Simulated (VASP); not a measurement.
OSZICAR of a VASP run on CdSe (zinc blende):

OSZICAR:
```
       N       E                     dE             d eps       ncg     rms          rms(c)
DAV:   1     0.632650611963E+02    0.63265E+02   -0.80536E+03   528   0.103E+03
DAV:   2    -0.368835183248E+02   -0.10015E+03   -0.96260E+02   595   0.277E+02
DAV:   3    -0.407430134936E+02   -0.38595E+01   -0.38518E+01   590   0.577E+01
DAV:   4    -0.407604278239E+02   -0.17414E-01   -0.17413E-01   600   0.382E+00
DAV:   5    -0.407605352600E+02   -0.10744E-03   -0.10744E-03   580   0.269E-01    0.653E+00
DAV:   6    -0.358471953885E+02    0.49133E+01   -0.37671E+00   520   0.309E+01    0.829E+00
DAV:   7    -0.358195260969E+02    0.27669E-01   -0.36247E-01   520   0.768E+00    0.463E+00
DAV:   8    -0.358346763038E+02   -0.15150E-01   -0.34938E-01   525   0.513E+00    0.771E-01
DAV:   9    -0.358887303162E+02   -0.54054E-01   -0.97984E-02   535   0.286E+00    0.545E-01
DAV:  10    -0.358740973529E+02    0.14633E-01   -0.10015E-02   530   0.107E+00    0.310E-01
DAV:  11    -0.358901826567E+02   -0.16085E-01   -0.16882E-02   525   0.142E+00    0.949E-02
DAV:  12    -0.358904699937E+02   -0.28734E-03   -0.18645E-03   555   0.464E-01    0.959E-02
DAV:  13    -0.358911601947E+02   -0.69020E-03   -0.73872E-04   520   0.309E-01    0.160E-02
DAV:  14    -0.358917761435E+02   -0.61595E-03   -0.74614E-04   530   0.337E-01    0.119E-02
DAV:  15    -0.358919112256E+02   -0.13508E-03   -0.45984E-05   545   0.840E-02    0.397E-03
DAV:  16    -0.358919351352E+02   -0.23910E-04   -0.22004E-05   540   0.475E-02    0.214E-03
DAV:  17    -0.358919300838E+02    0.50515E-05   -0.37994E-06   545   0.302E-02    0.110E-03
DAV:  18    -0.358919362526E+02   -0.61689E-05   -0.34009E-06   530   0.295E-02    0.546E-04
DAV:  19    -0.358919364444E+02   -0.19177E-06   -0.39836E-08   270   0.269E-03
   1 F= -.35891936E+02 E0= -.35891936E+02  d E =-.358919E+02
       N       E                     dE             d eps       ncg     rms          rms(c)
DAV:   1    -0.363599741439E+02   -0.46804E+00   -0.10535E+01   555   0.450E+01    0.609E+00
DAV:   2    -0.359313560028E+02    0.42862E+00   -0.10155E+00   525   0.159E+01    0.204E+00
DAV:   3    -0.359074358982E+02    0.23920E-01   -0.95743E-02   525   0.419E+00    0.186E+00
DAV:   4    -0.358737265890E+02    0.33709E-01   -0.58615E-02   520   0.223E+00    0.468E-01
DAV:   5    -0.359022804723E+02   -0.28554E-01   -0.18195E-02   520   0.142E+00    0.192E-01
DAV:   6    -0.358939069472E+02    0.83735E-02   -0.83728E-03   520   0.941E-01    0.116E-01
DAV:   7    -0.359029976370E+02   -0.90907E-02   -0.33337E-03   520   0.627E-01    0.320E-02
DAV:   8    -0.359027078394E+02    0.28980E-03   -0.49110E-05   555   0.826E-02    0.215E-02
DAV:   9    -0.359030302253E+02   -0.32239E-03   -0.30847E-04   525   0.187E-01    0.994E-03
DAV:  10    -0.359030971562E+02   -0.66931E-04   -0.23922E-05   520   0.576E-02    0.536E-03
DAV:  11    -0.359030961274E+02    0.10288E-05   -0.57190E-07   370   0.667E-03    0.390E-03
DAV:  12    -0.359030948717E+02    0.12556E-05   -0.56864E-07   265   0.592E-03    0.111E-03
DAV:  13    -0.359030962193E+02   -0.13476E-05   -0.42996E-07   275   0.638E-03    0.798E-04
DAV:  14    -0.359030965889E+02   -0.36958E-06   -0.42732E-08   260   0.242E-03
   2 F= -.35903097E+02 E0= -.35903097E+02  d E =-.111601E-01
       N       E                     dE             d eps       ncg     rms          rms(c)
DAV:   1    -0.359547660323E+02   -0.51670E-01   -0.10745E+00   555   0.138E+01    0.169E+00
DAV:   2    -0.359086722991E+02    0.46094E-01   -0.12131E-01   525   0.555E+00    0.544E-01
DAV:   3    -0.359060241026E+02    0.26482E-02   -0.98266E-03   525   0.129E+00    0.484E-01
DAV:   4    -0.359022039523E+02    0.38202E-02   -0.71858E-03   520   0.760E-01    0.103E-01
DAV:   5    -0.359059865524E+02   -0.37826E-02   -0.23236E-03   520   0.509E-01    0.542E-02
DAV:   6    -0.359045828081E+02    0.14037E-02   -0.11754E-03   520   0.347E-01    0.485E-02
DAV:   7    -0.359059915884E+02   -0.14088E-02   -0.46188E-04   520   0.237E-01    0.159E-02
DAV:   8    -0.359059741035E+02    0.17485E-04   -0.67748E-06   565   0.178E-02    0.109E-02
DAV:   9    -0.359060377893E+02   -0.63686E-04   -0.25562E-05   525   0.532E-02    0.187E-03
DAV:  10    -0.359060378678E+02   -0.78503E-07   -0.11908E-06   391   0.104E-02
   3 F= -.35906038E+02 E0= -.35906038E+02  d E =-.141014E-01
```

**Question.** Which electronic solver shows in the log?

**Answer.** It is blocked Davidson (ALGO = Normal, or the opening steps of other solvers). The INCAR had ALGO = Normal.

**Question.** Can the final energy be trusted as converged?

**Answer.** Self-consistency was reached. It stopped with EDIFF = 1E-6, NELM = 100, NSW = 60 and EDIFFG = -0.01 after 3 ionic steps (r2SCAN meta-GGA, plane waves, VASP's PBE PAW potentials (set 64)). Energy and stress use the plane-wave basis of the starting cell.

The compound is CdSe in the zinc blende structure, whereas wurtzite is the usual form. This run relaxes it. Symmetry was kept, so distortions that lower it aren't found.
